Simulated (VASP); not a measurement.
Data:

```
La2O3
1.0
    1.99811    -3.46082     0.00000
    1.99811     3.46082     0.00000
    0.00000     0.00000     6.22477
La O
2 3
Direct
  0.33333   0.66667   0.24583
  0.66667   0.33333   0.75417
  0.00000   0.00000   0.00000
  0.33333   0.66667   0.64622
  0.66667   0.33333   0.35378
```

The numbers are results of PBE GGA with D3 dispersion (zero damping), VASP's PBE PAW potentials (set 64) (plane waves; VASP), not measurements. Settings: 520 eV cut-off, 7×7×4 Γ-centred mesh, Gaussian smearing of 0.050 eV, potentials La O.

Question: The ions and cell shape at fixed volume are relaxed. Which structure does the run end with?

Answer: 
```
La2O3
1.0
    1.98315    -3.43492     0.00000
    1.98315     3.43492     0.00000
    0.00000     0.00000     6.31901
La O
2 3
Direct
  0.33333   0.66667   0.25001
  0.66667   0.33333   0.74999
  0.00000   0.00000   0.00000
  0.33333   0.66667   0.64405
  0.66667   0.33333   0.35595
```
Space group P-3m1 (164), at a tolerance of 0.03 Å.

Question: How much energy does the relaxation gain?

Answer: The energy (σ→0) changes by -3.4 meV/atom, in 9 ionic steps.

```json
[
 {"step": "1", "E(σ→0) (eV)": "-42.6535", "max force (eV/Å)": "0.404", "pressure (GPa)": "-6.80", "volume (Å³)": "86.09"},
 {"step": "2", "E(σ→0) (eV)": "-42.6661", "max force (eV/Å)": "0.074", "pressure (GPa)": "-6.14", "volume (Å³)": "86.09"},
 {"step": "3", "E(σ→0) (eV)": "-42.6666", "max force (eV/Å)": "0.103", "pressure (GPa)": "-5.98", "volume (Å³)": "86.09"},
 {"step": "4", "E(σ→0) (eV)": "-42.6689", "max force (eV/Å)": "0.074", "pressure (GPa)": "-5.89", "volume (Å³)": "86.09"},
 {"step": "5", "E(σ→0) (eV)": "-42.6700", "max force (eV/Å)": "0.035", "pressure (GPa)": "-5.77", "volume (Å³)": "86.09"},
 {"step": "6", "E(σ→0) (eV)": "-42.6701", "max force (eV/Å)": "0.018", "pressure (GPa)": "-5.79", "volume (Å³)": "86.09"},
 {"step": "7", "E(σ→0) (eV)": "-42.6702", "max force (eV/Å)": "0.012", "pressure (GPa)": "-5.80", "volume (Å³)": "86.09"},
 {"step": "8", "E(σ→0) (eV)": "-42.6702", "max force (eV/Å)": "0.011", "pressure (GPa)": "-5.80", "volume (Å³)": "86.09"},
 {"step": "9", "E(σ→0) (eV)": "-42.6702", "max force (eV/Å)": "0.007", "pressure (GPa)": "-5.77", "volume (Å³)": "86.09"}
]
```

The compound is La2O3 in the a-type structure. This cell is one point of a volume scan, at 1.06 of the reference volume. Symmetry was kept, so distortions that lower it aren't found.
